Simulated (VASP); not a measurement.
The input files of a VASP run:

**KPOINTS**
```
Automatic mesh
0
Gamma
11 11 3
0 0 0
```

### INCAR
```
SYSTEM = AlCr2C
LWAVE = .False.
LASPH = .True.   # aspherical one-centre terms
GGA = PE
NSW = 60   # most ionic steps
SIGMA = 0.1   # width (eV)
IBRION = 2
ISMEAR = 1
LREAL = .False.
PREC = Accurate
NELM = 100
ISIF = 3
EDIFF = 1E-6
ALGO = Normal   # blocked Davidson
EDIFFG = -0.02   # ionic stop
LCHARG = .False.
ENCUT = 520   # plane-wave cut-off (eV)
LMAXMIX = 4   # l cut-off of mixed one-centre charges
```

### POSCAR
```
AlCr2C
1
    1.4232915135    -2.4652135556    -0.0000000000
    1.4232915135     2.4652135556    -0.0000000000
    0.0000000000    -0.0000000000    12.7268675860
Al Cr C
2 4 2
Direct
  0.3333330000   0.6666670000   0.7500000000
  0.6666670000   0.3333330000   0.2500000000
  0.3333330000   0.6666670000   0.0843756718
  0.6666670000   0.3333330000   0.5843756718
  0.6666670000   0.3333330000   0.9156243282
  0.3333330000   0.6666670000   0.4156243282
  0.0000000000   0.0000000000   0.0000000000
  0.0000000000   0.0000000000   0.5000000000
```

POTCAR, in this order: Al Cr_pv C (PBE.64 set). Program: vasp_std.

### Question
Write an equivalent input for Ansatz.

### Answer
One equivalent input (not run):
Ansatz 0.2 input:
```yaml
crystal:
  lattice:
    - [1.4232915, -2.4652136, 0.0000000]
    - [1.4232915, 2.4652136, 0.0000000]
    - [0.0000000, 0.0000000, 12.7268676]
  atoms:
    - { symbol: Al, position: [0.3333330, 0.6666670, 0.7500000] }
    - { symbol: Al, position: [0.6666670, 0.3333330, 0.2500000] }
    - { symbol: Cr, position: [0.3333330, 0.6666670, 0.0843757] }
    - { symbol: Cr, position: [0.6666670, 0.3333330, 0.5843757] }
    - { symbol: Cr, position: [0.6666670, 0.3333330, 0.9156243] }
    - { symbol: Cr, position: [0.3333330, 0.6666670, 0.4156243] }
    - { symbol: C, position: [0.0000000, 0.0000000, 0.0000000] }
    - { symbol: C, position: [0.0000000, 0.0000000, 0.5000000] }
kpoints:
  mp_grid: { grid: [11, 11, 3] }
hamiltonian:
  xc: pbe
  pseudopotentials: { kind: paw }
scf:
  occupations: { method: methfessel_paxton, width: 0.1 }
  max_iter: 100
relax:
  max_steps: 60
  f_tol: 0.02
  cell: {}
output: { forces: true, stress: true, eigenvalues: true }
```
Limits of the translation: each code has its own PAW files, so the cut-off isn't converted (ENCUT is set for VASP's; basis.ecutwfc is left out, and Ansatz then takes the one that its files recommend); Ansatz stops its SCF on the density residual and VASP on the energy change (EDIFF).

The compound is AlCr2C in the sg194 structure. This run relaxes it. Symmetry was kept, so distortions that lower it aren't found. The start is the result of an earlier pass.
